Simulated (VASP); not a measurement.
Here is a VASP 6.6.1 calculation.

Contents of POSCAR:

```
Si                                      
1.0
    0.0000000000      2.7704345322      2.7704345322
    2.7704345322      0.0000000000      2.7704345322
    2.7704345322      2.7704345322      0.0000000000
  Si            
     2
Direct
     0.7500000000000000    0.7500000000000000    0.7500000000000000
     0.5000000000000000    0.5000000000000000    0.5000000000000000
```

The input INCAR.step1:

```
SYSTEM = Si
PREC = Accurate
ENCUT = 520
EDIFF = 1E-5
ISMEAR = 0
SIGMA = 0.02
LREAL = .FALSE.
LASPH = .TRUE.
NELM = 60
ALGO = Normal
ISIF = 2
LWAVE = .TRUE.
NBANDS = 11
KPAR = 4
GGA = PE
```

INCAR.step2

```
SYSTEM = Si
PREC = Accurate
ENCUT = 520
EDIFF = 1E-7
ISMEAR = 0
SIGMA = 0.02
LREAL = .FALSE.
LASPH = .TRUE.
NELM = 60
ALGO = Normal
ISIF = 2
LWAVE = .FALSE.
LCHARG = .FALSE.
GGA = PE
LHFCALC = .TRUE.
HFSCREEN = 0.2
PRECFOCK = Fast
NBANDS = 11
KPAR = 4
ISTART = 1
```

Contents of KPOINTS:

```
Automatic mesh
0
G
  6 6 6
  0 0 0
```

Potentials or basis: VASP PAW PBE potentials, release 64 (Si).

The run is started by

```console
$ cat potpaw_PBE.64/Si/POTCAR > POTCAR
$ cp INCAR.step1 INCAR
$ mpirun -np 4 vasp_std > vasp.out
$ cp INCAR.step2 INCAR
$ mpirun -np 4 vasp_std > vasp.out
```

Problem. Estimate the pressure.

Solution. -5.1 GPa.

Problem. What does it give for the band gap on the k mesh?

Solution. 1.40 eV, indirect (least direct gap 3.28 eV).

Caveat: the PAW data sets were made with another functional, which shifts forces and pressure a little. A k mesh can miss the band edges.
